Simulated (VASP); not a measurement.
Wanted: the native input for a VASP 6.6.1 run.

| Property | Result |
| --- | --- |
| Task | single point |
| Functional | PBE |
| Potentials or basis | VASP PAW PBE potentials, release 64 (Rb_sv, N) |
| Cutoff | 520 eV |
| k mesh | 4 × 4 × 4 |
| Occupations | gaussian, width 0.1 eV |
| Spin | collinear spin, typed start |
| Starting moments | [0.0, 0.0, 0.0, 1.0, 1.0] μB |
| Dipole correction | no |
| Further INCAR settings | ALGO = Normal; EDIFF = 1e-06; NBANDS = 30 |

The structure of Rb3N2 lies in POSCAR:

```
Rb3N2
1.0
    6.1396122700      0.0000000000      0.0000000000
    0.0000000000      6.1396122700      0.0000000000
    0.0000000000      0.0000000000      4.2698120800
Rb N
3 2
Direct
    0.0000000000      0.5000000000      0.0000000000
    0.5000000000      0.0000000000      0.0000000000
    0.0000000000      0.0000000000      0.0000000000
    0.5000000000      0.5000000000      0.0000000000
    0.5000000000      0.5000000000      0.5000000000
```

The cell was built by a generator and needn't be a form met in nature.

The cell isn't the ideal one: random cell by space group and Wyckoff sites (P4/mmm, No. 123).

The input as run:

INCAR

```
SYSTEM = Rb3N2
PREC     = Accurate       ! precision mode
ENCUT    = 520            ! plane-wave cutoff, eV
EDIFF    = 1E-6           ! SCF threshold, eV
ISMEAR   = 0              ! smearing method
SIGMA    = 0.1            ! smearing width, eV
LREAL    = .False.        ! projectors in reciprocal space
LASPH    = .True.         ! aspherical terms in the spheres
NELM     = 150            ! most SCF steps
ALGO     = Normal         ! electronic algorithm
ISIF     = 2              ! what is computed and relaxed
LWAVE    = .False.        ! write WAVECAR
LCHARG   = .False.        ! write CHGCAR
ISPIN    = 2              ! spin polarisation
MAGMOM   = 0 0 0 1 1      ! initial moments
LORBIT   = 11             ! projections on sites
GGA      = PE             ! functional
NBANDS   = 30             ! bands
```

KPOINTS

```
regular mesh
0
Gamma
  4 4 4
  0 0 0
```

Potentials or basis: VASP PAW PBE potentials, release 64 (Rb_sv, N).

The run is started by

```bash
$ cat potpaw_PBE.64/Rb_sv/POTCAR potpaw_PBE.64/N/POTCAR > POTCAR
$ mpirun -np 1 vasp_std > vasp.out
```

It gave:

The pressure is -0.3 GPa and the band gap on the k mesh is none (metal or under the smearing width). The net moment is 1.08 μB per cell and the site moments are Rb -0.01, -0.04; N +0.29, +0.76 μB. The valence electrons inside the program's atomic spheres are Rb 7.33; N 3.34, 3.31.

Caveat: the k mesh is coarse (spacing up to 0.37 Å⁻¹), so the values aren't converged.

It took 2.6 min on 1 thread of Intel(R) Xeon(R) Platinum 8488C (Sapphire Rapids) (shared host), peak memory 0.37 GiB.
